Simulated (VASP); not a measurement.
All values below come from RPBE GGA, VASP's PBE PAW potentials (set 64) (plane waves; VASP).

A VASP calculation is set up with these files.

**INCAR**
```
ALGO = Normal
EDIFF = 1E-7
EDIFFG = -0.01
ENCUT = 520
GGA = RP
IBRION = 2
ISIF = 4
ISMEAR = 0
ISPIN = 2
LASPH = T
LCHARG = F
LMAXMIX = 4
LORBIT = 10
LREAL = F
LWAVE = F
MAGMOM = 4.6 -4.6 -0.0 2*0.0 -0.0
NELM = 100
NSW = 30
PREC = Accurate
SIGMA = 0.05
SYSTEM = MnF2
```

**POSCAR**
```
MnF2
1
    4.9734843279     0.0000000000     0.0000000000
    0.0000000000     4.9734843279     0.0000000000
    0.0000000000     0.0000000000     3.3323363846
Mn F
2 4
Direct
  0.0000000000   0.0000000000   0.0000000000
  0.5000000000   0.5000000000   0.5000000000
  0.3042934303   0.3042934303   0.0000000000
  0.8042934303   0.1957065697   0.5000000000
  0.1957065697   0.8042934303   0.5000000000
  0.6957065697   0.6957065697   0.0000000000
```

**KPOINTS**
```
kpoints
0
Gamma
 5 5 7
0 0 0
```

POTCAR, in this order: Mn_pv F (PBE.64 set). Program: vasp_std.

Task: What will the output report for the number of irreducible k-points (NKPTS), largest plane-wave count, number of space-group operations, FFT grid (NGX, NGY, NGZ)?

Result: 
| Item | Value |
|---|---|
| number of irreducible k-points (NKPTS) | 24 |
| largest plane-wave count | 2241 |
| number of space-group operations | 16 |
| FFT grid (NGX, NGY, NGZ) | 40 × 40 × 28 |

The compound is MnF2 in the rutile structure. This cell is one point of a volume scan, at 0.97 of the reference volume. Symmetry was kept, so distortions that lower it aren't found.
